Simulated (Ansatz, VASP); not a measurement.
## Hg2H3Br: VASP beside Ansatz

```
Hg H Br
1.0
     5.86417    0.00000    0.00000
    -2.93209    5.07852    0.00000
     0.00000    0.00000    3.53971
Hg H Br
2 3 1
Cartesian
  0.0000 3.3857 0.0000
  2.9321 1.6928 0.0000
  2.9321 0.0000 1.7699
  1.4660 2.5393 1.7699
  -1.4660 2.5393 1.7699
  0.0000 0.0000 0.0000
```

Change from the starting cell: species swapped into the YCo3B2 type (P6/mmm, No. 191).

Alike in both runs: task relaxation of cell and atoms; functional PBE; k mesh 3 × 3 × 6; occupations gaussian, width 0.1 eV; no spin polarisation.

```csv
,VASP,Ansatz
version,VASP 6.6.1,Ansatz 0.2.0
potentials or method,"VASP PAW PBE potentials, release 64 (Hg, H, Br)","scalar-relativistic, plane waves, PAW"
plane-wave cutoff (eV),600,420
valence electrons in the cell,34,50
```

```csv
,VASP,Ansatz,Ansatz less VASP
"gap on the k mesh at the Fermi level, each at its own relaxed structure (eV)",none,none,-
relaxed volume (Å³/atom),14.78,14.73,-0.047
relaxed cell length with the largest relative difference (Å),2.927,2.919,-0.0076
energy change over the relaxation (meV/atom),-146,-149,-3.7
```

A gap of «none» marks a metal or a gap that the smearing closes. The two sets of potentials don't hold the same shells in valence.

Caveats: the k mesh is coarse (spacing up to 0.41 Å⁻¹), so the values aren't converged; the volume moved by over 15 % at a fixed basis, so the end points are rough. Spin-orbit coupling is left out, which matters for the levels of Hg.
